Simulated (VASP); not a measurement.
Here is the system:

```xyz
3
Lattice="-1.6772 1.6772 5.1084 1.6772 -1.6772 5.1084 1.6772 1.6772 -5.1084" Properties=species:S:1:pos:R:3 pbc="T T T"
Yb     0.0000     0.0000     0.0000
Si     0.0000     0.0000     2.9864
Si     0.0000     0.0000     7.2305
```

The numbers are results of r2SCAN meta-GGA, VASP's PBE PAW potentials (set 64) (plane waves; VASP), not measurements. Settings: 400 eV cut-off, 14×14×14 Γ-centred mesh, tetrahedra with Blöchl corrections, potentials Yb_2 Si.

The 4f electrons are frozen in the core of the lanthanide potential, so 4f levels, which can set the real gap, and their magnetism are missing.

Q: Give the energies of bands 4 to 11 at the high-symmetry points, in eV from the Fermi level.

A: 
| band | Γ | X | P | N | M | S | R |
|---|---|---|---|---|---|---|---|
| 4 | -12.54 | -6.57 | -6.38 | -9.18 | -12.01 | -9.89 | -7.71 |
| 5 | -4.53 | -5.95 | -6.20 | -8.89 | -6.86 | -7.93 | -6.38 |
| 6 | -3.09 | -5.61 | -5.47 | -3.02 | -0.53 | -4.13 | -5.14 |
| 7 | -0.85 | -5.31 | -5.47 | -2.50 | -0.53 | -1.55 | -3.52 |
| 8 | -0.85 | -2.19 | -1.73 | 1.09 | 0.09 | 1.31 | -2.51 |
| 9 | 1.92 | 0.23 | -0.06 | 1.88 | 1.19 | 1.49 | 0.40 |
| 10 | 2.15 | 0.77 | 0.90 | 2.51 | 1.89 | 3.37 | 0.66 |
| 11 | 3.36 | 1.79 | 0.90 | 4.53 | 3.27 | 3.41 | 1.68 |

It has no gap at this level: it comes out as a metal or semimetal.

The structure was generated: YbSi2 was put into the MoSi2 type (I4/mmm), which need not be its known phase. It was relaxed first.
